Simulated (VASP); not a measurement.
Input:

```yaml
crystal:
  lattice:
    - [4.01543, 0.00000, 0.00000]
    - [-2.00772, 3.47746, 0.00000]
    - [0.00000, 0.00000, 6.81288]
  atoms:
    - { symbol: Ca, position: [0.00000, 0.00000, 0.00000] }
    - { symbol: Zn, position: [0.33333, 0.66667, 0.63328] }
    - { symbol: Zn, position: [0.66667, 0.33333, 0.36672] }
    - { symbol: P, position: [0.66667, 0.33333, 0.73625] }
    - { symbol: P, position: [0.33333, 0.66667, 0.26375] }
```

Computed with LDA (Ceperley-Alder, Perdew-Zunger), VASP's LDA PAW potentials (set 64) (plane waves; VASP). Numerical set-up: 300 eV cut-off, 8×8×4 Γ-centred mesh, Fermi-Dirac smearing of 0.050 eV, potentials Ca_sv Zn P.

At this cut-off the stress carries a Pulay error, which pulls relaxed volumes low.

**Question.** Estimate the energy per atom (σ→0), pressure.

**Answer.** 
The energy per atom (σ→0) comes out as -4.332 eV/atom and the pressure is -4.45 GPa.

The absolute energy has meaning only against runs of the same code, potentials and settings.

The structure comes from a computed database's CaZn2P2 entry; how it stands against other phases isn't given here. The cell was not relaxed at this level.
